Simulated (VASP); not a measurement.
Output of a VASP run:

**OSZICAR**
```
       N       E                     dE             d eps       ncg     rms          rms(c)
DAV:   1     0.174989984483E+03    0.17499E+03   -0.10888E+04  1985   0.143E+03
DAV:   2     0.542291760722E+01   -0.16957E+03   -0.16693E+03  2235   0.339E+02
DAV:   3    -0.116236443771E+02   -0.17047E+02   -0.16652E+02  2462   0.109E+02
DAV:   4    -0.121065575772E+02   -0.48291E+00   -0.48253E+00  2480   0.199E+01
DAV:   5    -0.121178423419E+02   -0.11285E-01   -0.11284E-01  2917   0.296E+00    0.478E+00
DAV:   6    -0.118641295909E+02    0.25371E+00   -0.64501E-01  2962   0.866E+00    0.311E+00
DAV:   7    -0.118494488700E+02    0.14681E-01   -0.15292E-01  2439   0.270E+00    0.101E+00
DAV:   8    -0.118495643216E+02   -0.11545E-03   -0.12233E-02  2438   0.113E+00    0.266E-01
DAV:   9    -0.118501015868E+02   -0.53727E-03   -0.14234E-03  2362   0.311E-01    0.811E-02
DAV:  10    -0.118501158490E+02   -0.14262E-04   -0.12546E-04  2800   0.855E-02    0.316E-02
DAV:  11    -0.118501498080E+02   -0.33959E-04   -0.53082E-05  2187   0.457E-02    0.902E-03
DAV:  12    -0.118501501034E+02   -0.29542E-06   -0.26249E-06  2226   0.137E-02
   1 F= -.11850150E+02 E0= -.11850150E+02  d E =-.609138E-17
```

### OUTCAR
```
------------------------ aborting loop because EDIFF is reached ----------------------------------------
  FORCE on cell =-STRESS in cart. coord.  units (eV):
  Direction    XX          YY          ZZ          XY          YZ          ZX
  --------------------------------------------------------------------------------------
  Total        0.3053111      0.3053111      1.0188247      0.0000000      0.0000000      0.0000000
  in kB        5.9717792      5.9717795     19.9278549      0.0000000      0.0000000      0.0000000
  external PRESSURE =      10.6238045 kB  Pullay stress =       0.0000000 kB
  volume of cell :       81.91
      direct lattice vectors                 reciprocal lattice vectors
     1.943100000 -3.365548000  0.000000000     0.257320776 -0.148564216  0.000000000
     1.943100000  3.365548000  0.000000000     0.257320776  0.148564216  0.000000000
     0.000000000  0.000000000  6.262800000     0.000000000  0.000000000  0.159672990
 POSITION                                       TOTAL-FORCE (eV/Angst)
 -----------------------------------------------------------------------------------
      0.00000      0.00000      0.00000         0.000000     -0.000000     -0.000000
      1.94310      1.12185      1.56570         0.000000     -0.000000      0.190386
      1.94310     -1.12185      4.69710        -0.000000      0.000000     -0.190386
 -----------------------------------------------------------------------------------
    total drift:                                0.000000      0.000000      0.000000
  FREE ENERGIE OF THE ION-ELECTRON SYSTEM (eV)
  ---------------------------------------------------
  free  energy   TOTEN  =       -11.8501501034 eV

  energy  without entropy=      -11.8501501034  energy(sigma->0) =      -11.85015010
```
(Selected blocks of OUTCAR.)

**POSCAR**
```
SnSe2
1
    1.9431000000    -3.3655480000     0.0000000000
    1.9431000000     3.3655480000     0.0000000000
    0.0000000000     0.0000000000     6.2628000000
Sn Se
1 2
Direct
  0.0000000000   0.0000000000   0.0000000000
  0.3333330000   0.6666670000   0.2500000000
  0.6666670000   0.3333330000   0.7500000000
```

Write an INCAR and KPOINTS that could have produced this output.

This is not unique; one that fits is the input of the run itself, PBE GGA, plane waves, VASP's PBE PAW potentials (set 64).

### KPOINTS
```
Automatic mesh
0
Gamma
10 10 5
0 0 0
```

### INCAR
```
SIGMA = 0.05   # width (eV)
ISMEAR = 0   # Gaussian
ALGO = Normal   # blocked Davidson
EDIFF = 1E-6   # SCF stop (eV)
LASPH = T   # aspherical one-centre terms
SYSTEM = SnSe2
LCHARG = F
NELM = 100
LWAVE = F
LMAXMIX = 4   # l cut-off of mixed one-centre charges
GGA = PE
ENCUT = 400
PREC = Accurate
ISIF = 2
LREAL = F   # projection in real space or not
```

POTCAR, in this order: Sn_d Se (PBE.64 set). Program: vasp_std.

The compound is SnSe2 in the 1T layered structure. The cell was not relaxed at this level. The run is one of a series of settings (KPOINTS 10×10×5 Γ-centred mesh against the base run), some of them coarse on purpose.
